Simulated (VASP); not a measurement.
These are RPBE GGA, VASP's PBE PAW potentials (set 64) (plane waves; VASP) values and carry that method's errors.

VASP ran on this input.

**POSCAR**
```
Fe
1
   -1.4596966630     1.4596966630     1.4596966630
    1.4596966630    -1.4596966630     1.4596966630
    1.4596966630     1.4596966630    -1.4596966630
Fe
1
Direct
  0.0000000000   0.0000000000   0.0000000000
```

File KPOINTS:
```
K-points
0
G
18 18 18
0 0 0
```

INCAR:
```
ALGO = Normal
EDIFF = 1E-7
ENCUT = 520
GGA = RP
ISIF = 2
ISMEAR = 1
ISPIN = 2
LASPH = .TRUE.
LCHARG = .FALSE.
LMAXMIX = 4
LORBIT = 10
LREAL = .FALSE.
LWAVE = .FALSE.
MAGMOM = 2.3
NELM = 100
PREC = Accurate
SIGMA = 0.1
SYSTEM = Fe
```

POTCAR, in this order: Fe (PBE.64 set). Program: vasp_std.

Output of the run:

OSZICAR:
```
       N       E                     dE             d eps       ncg     rms          rms(c)
DAV:   1     0.163553589011E+02    0.16355E+02   -0.41069E+03  7388   0.106E+03
DAV:   2    -0.833388651067E+01   -0.24689E+02   -0.23213E+02  7068   0.128E+02
DAV:   3    -0.865279820274E+01   -0.31891E+00   -0.31836E+00  7974   0.201E+01
DAV:   4    -0.865433770043E+01   -0.15395E-02   -0.15394E-02  7648   0.131E+00
DAV:   5    -0.865435350222E+01   -0.15802E-04   -0.15801E-04  7637   0.117E-01    0.103E+01
DAV:   6    -0.785588926362E+01    0.79846E+00   -0.14732E+01  7438   0.593E+01    0.676E+00
DAV:   7    -0.774491553066E+01    0.11097E+00   -0.13170E+00  7422   0.169E+01    0.351E+00
DAV:   8    -0.774340646606E+01    0.15091E-02   -0.18821E-02  8501   0.110E+00    0.158E+00
DAV:   9    -0.773994653811E+01    0.34599E-02   -0.19017E-02  8838   0.118E+00    0.572E-01
DAV:  10    -0.774044725003E+01   -0.50071E-03   -0.13730E-03  7393   0.563E-01    0.207E-01
DAV:  11    -0.774044739113E+01   -0.14110E-06   -0.28491E-04  7507   0.229E-01    0.675E-02
DAV:  12    -0.774046765289E+01   -0.20262E-04   -0.70456E-05  7276   0.139E-01    0.338E-02
DAV:  13    -0.774047074553E+01   -0.30926E-05   -0.95451E-06  7770   0.461E-02    0.474E-03
DAV:  14    -0.774047117100E+01   -0.42547E-06   -0.53469E-07  6493   0.878E-03    0.233E-03
DAV:  15    -0.774047131096E+01   -0.13996E-06   -0.12286E-07  3754   0.408E-03    0.796E-04
DAV:  16    -0.774047133763E+01   -0.26664E-07   -0.16535E-08  3545   0.177E-03
   1 F= -.77404713E+01 E0= -.77403317E+01  d E =-.419030E-03  mag=     2.5002
```

**OUTCAR**
```
------------------------ aborting loop because EDIFF is reached ----------------------------------------
  FORCE on cell =-STRESS in cart. coord.  units (eV):
  Direction    XX          YY          ZZ          XY          YZ          ZX
  --------------------------------------------------------------------------------------
  Total       -0.4123714     -0.4123714     -0.4123714     -0.0000000     -0.0000000      0.0000000
  in kB      -53.1069384    -53.1069384    -53.1069384     -0.0000000     -0.0000000      0.0000000
  external PRESSURE =     -53.1069384 kB  Pullay stress =       0.0000000 kB
  volume of cell :       12.44
      direct lattice vectors                 reciprocal lattice vectors
    -1.459696663  1.459696663  1.459696663     0.000000000  0.342536921  0.342536921
     1.459696663 -1.459696663  1.459696663     0.342536921  0.000000000  0.342536921
     1.459696663  1.459696663 -1.459696663     0.342536921  0.342536921  0.000000000
 POSITION                                       TOTAL-FORCE (eV/Angst)
 -----------------------------------------------------------------------------------
      0.00000      0.00000      0.00000         0.000000      0.000000      0.000000
 -----------------------------------------------------------------------------------
    total drift:                               -0.000000     -0.000000      0.000000
  FREE ENERGIE OF THE ION-ELECTRON SYSTEM (eV)
  ---------------------------------------------------
  free  energy   TOTEN  =        -7.7404713376 eV

  energy  without entropy=       -7.7400523074  energy(sigma->0) =       -7.74033166

 total charge

# of ion       s       p       d       tot
------------------------------------------
    1        0.449   0.466   6.175   7.090

 magnetization (x)

# of ion       s       p       d       tot
------------------------------------------
    1       -0.017  -0.064   2.604   2.522
```
(Selected blocks of OUTCAR.)

The compound is Fe in the bcc structure. This cell is one point of a volume scan, at 1.06 of the reference volume.
